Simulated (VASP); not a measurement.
Data:

```yaml
crystal:
  lattice:
    - [4.16040, 2.07866, 2.07866]
    - [2.07866, 4.16040, 2.07866]
    - [2.07866, 2.07866, 4.16040]
  atoms:
    - { symbol: Ni, position: [0.00000, 0.00000, 0.00000], spin: 2.0 }
    - { symbol: Ni, position: [0.50000, 0.50000, 0.50000], spin: -2.0 }
    - { symbol: O, position: [0.25000, 0.25000, 0.25000] }
    - { symbol: O, position: [0.75000, 0.75000, 0.75000] }
```

Level of theory: PBE GGA with D4 dispersion, VASP's PBE PAW potentials (set 64) (plane waves; VASP). Settings: 520 eV cut-off, 8×8×8 Γ-centred mesh, Gaussian smearing of 0.050 eV, potentials Ni O.

Question: Predict the cell moment, energy per atom (σ→0).

Answer: 
```json
{
  "cell_moment": "0.00 μB",
  "energy per atom (σ→0)": "-6183 meV/atom"
}
```

Question: Give the moment on each site (PAW-sphere projection).

Answer: 
```csv
site,moment (μB)
Ni1,1.34
Ni2,-1.34
O3,0.00
O4,0.00
```

Only differences to runs with the same potentials and settings are physical.

The compound is NiO in the rock salt, AFM-II order structure. It was relaxed first. The start is the result of an earlier pass.
